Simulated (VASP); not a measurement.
Input:

```
CdTe
1.0
    4.21875     0.00000     0.00000
   -2.10937     3.65354     0.00000
    0.00000     0.00000     3.76720
Cd Te
1 1
Direct
  0.00000   0.00000   0.00000
  0.66667   0.33333   0.50000
```

Level of theory: r2SCAN meta-GGA, VASP's PBE PAW potentials (set 64) (plane waves; VASP). Settings: 400 eV cut-off, 11×11×11 Γ-centred mesh, tetrahedra with Blöchl corrections, potentials Cd Te.

**Question.** Give the energies of bands 7 to 12 at the high-symmetry points, in eV from the Fermi level.

**Answer.** 
```json
[
 {"band": "7", "Γ": "-0.70", "M": "-5.39", "K": "-5.10", "A": "-5.82", "L": "-4.04", "H": "-3.64"},
 {"band": "8", "Γ": "-0.64", "M": "-1.98", "K": "-3.73", "A": "0.19", "L": "-3.42", "H": "-3.20"},
 {"band": "9", "Γ": "-0.64", "M": "0.53", "K": "0.71", "A": "0.19", "L": "-1.05", "H": "-1.60"},
 {"band": "10", "Γ": "0.10", "M": "1.69", "K": "4.72", "A": "4.12", "L": "-0.28", "H": "-0.98"},
 {"band": "11", "Γ": "5.22", "M": "5.74", "K": "5.41", "A": "4.50", "L": "4.24", "H": "1.50"},
 {"band": "12", "Γ": "5.22", "M": "6.69", "K": "6.67", "A": "6.35", "L": "4.44", "H": "7.34"}
]
```

It has no gap at this level: it comes out as a metal or semimetal.

The structure was generated: CdTe was put into the WC type (P-6m2), which need not be its known phase. It was relaxed first, which changed the volume by +7 %.
